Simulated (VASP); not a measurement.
Level of theory: PBE GGA, VASP's PBE PAW potentials (set 64) (plane waves; VASP).

A VASP calculation is set up with these files.

**INCAR**
```
SYSTEM = Ga31MnAs32
PREC = Normal
ENCUT = 400
EDIFF = 1E-5
NELM = 100
ALGO = Fast
LREAL = Auto
LASPH = .TRUE.
ISMEAR = 0
SIGMA = 0.05
GGA = PE
LMAXMIX = 4
ISPIN = 2
MAGMOM = 0.0 0.0 0.0 0.0 0.0 0.0 0.0 0.0 0.0 0.0 0.0 0.0 0.0 0.0 0.0 0.0 0.0 0.0 0.0 0.0 0.0 0.0 0.0 0.0 0.0 0.0 0.0 0.0 0.0 0.0 0.0 0.0 0.0 0.0 0.0 0.0 0.0 0.0 0.0 0.0 0.0 0.0 0.0 0.0 0.0 0.0 0.0 0.0 0.0 0.0 0.0 0.0 0.0 0.0 0.0 0.0 0.0 0.0 0.0 0.0 0.0 0.0 0.0 3.0
LORBIT = 10
LWAVE = .TRUE.
LCHARG = .FALSE.
NELMIN = 4
ISYM = 0
IBRION = 2
ISIF = 2
NSW = 60
EDIFFG = -0.03
```

File POSCAR:
```
Ga31MnAs32
1.0
 11.5222104216   0.0000000000   0.0000000000
  0.0000000000  11.5222104216   0.0000000000
  0.0000000000   0.0000000000  11.5222104216
Ga As Mn
31 32 1
Cartesian
  5.7611052108   0.0000000000   0.0000000000
  8.6416578162   2.8805526054   0.0000000000
  8.6416578162   0.0000000000   2.8805526054
  0.0000000000   0.0000000000   0.0000000000
  2.8805526054   2.8805526054   0.0000000000
  5.7611052108   5.7611052108   0.0000000000
  8.6416578162   8.6416578162   0.0000000000
  2.8805526054   0.0000000000   2.8805526054
  5.7611052108   2.8805526054   2.8805526054
  8.6416578162   5.7611052108   2.8805526054
  5.7611052108   0.0000000000   5.7611052108
  8.6416578162   2.8805526054   5.7611052108
  8.6416578162   0.0000000000   8.6416578162
  0.0000000000   5.7611052108   0.0000000000
  2.8805526054   8.6416578162   0.0000000000
  0.0000000000   2.8805526054   2.8805526054
  2.8805526054   5.7611052108   2.8805526054
  5.7611052108   8.6416578162   2.8805526054
  0.0000000000   0.0000000000   5.7611052108
  2.8805526054   2.8805526054   5.7611052108
  8.6416578162   8.6416578162   5.7611052108
  2.8805526054   0.0000000000   8.6416578162
  5.7611052108   2.8805526054   8.6416578162
  8.6416578162   5.7611052108   8.6416578162
  0.0000000000   8.6416578162   2.8805526054
  0.0000000000   5.7611052108   5.7611052108
  2.8805526054   8.6416578162   5.7611052108
  0.0000000000   2.8805526054   8.6416578162
  2.8805526054   5.7611052108   8.6416578162
  5.7611052108   8.6416578162   8.6416578162
  0.0000000000   8.6416578162   8.6416578162
  7.2013815135   1.4402763027   1.4402763027
 10.0819341189   4.3208289081   1.4402763027
 10.0819341189   1.4402763027   4.3208289081
  1.4402763027   1.4402763027   1.4402763027
  4.3208289081   4.3208289081   1.4402763027
  7.2013815135   7.2013815135   1.4402763027
 10.0819341189  10.0819341189   1.4402763027
  4.3208289081   1.4402763027   4.3208289081
  7.2061401864   4.3684732482   4.3613409999
 10.0819341189   7.2013815135   4.3208289081
  7.2013815135   1.4402763027   7.2013815135
 10.0819341189   4.3208289081   7.2013815135
 10.0819341189   1.4402763027  10.0819341189
  1.4402763027   7.2013815135   1.4402763027
  4.3208289081  10.0819341189   1.4402763027
  1.4402763027   4.3208289081   4.3208289081
  4.3316136971   7.2208425269   4.3249423372
  7.2013815135  10.0819341189   4.3208289081
  1.4402763027   1.4402763027   7.2013815135
  4.3332037621   4.3685884703   7.2182615518
  7.1771157384   7.1596250229   7.2191141953
 10.0819341189  10.0819341189   7.2013815135
  4.3208289081   1.4402763027  10.0819341189
  7.2013815135   4.3208289081  10.0819341189
 10.0819341189   7.2013815135  10.0819341189
  1.4402763027  10.0819341189   4.3208289081
  1.4402763027   7.2013815135   7.2013815135
  4.3208289081  10.0819341189   7.2013815135
  1.4402763027   4.3208289081  10.0819341189
  4.3208289081   7.2013815135  10.0819341189
  7.2013815135  10.0819341189  10.0819341189
  1.4402763027  10.0819341189  10.0819341189
  5.7556897719   5.7330140618   5.8004305150
```

**KPOINTS**
```
Regular mesh
0
Gamma
  1 1 1
0 0 0
```

POTCAR, in this order: Ga As Mn_pv (PBE.64 set). Program: vasp_gam.

What will the output report for the number of irreducible k-points (NKPTS), largest plane-wave count, FFT grid (NGX, NGY, NGZ)?

| Quantity | Value |
|---|---|
| number of irreducible k-points (NKPTS) | 1 |
| largest plane-wave count | 13913 |
| FFT grid (NGX, NGY, NGZ) | 56 × 56 × 56 |

The cell is a supercell with a defect, built from GaAs (zinc blende): Mn_Ga.
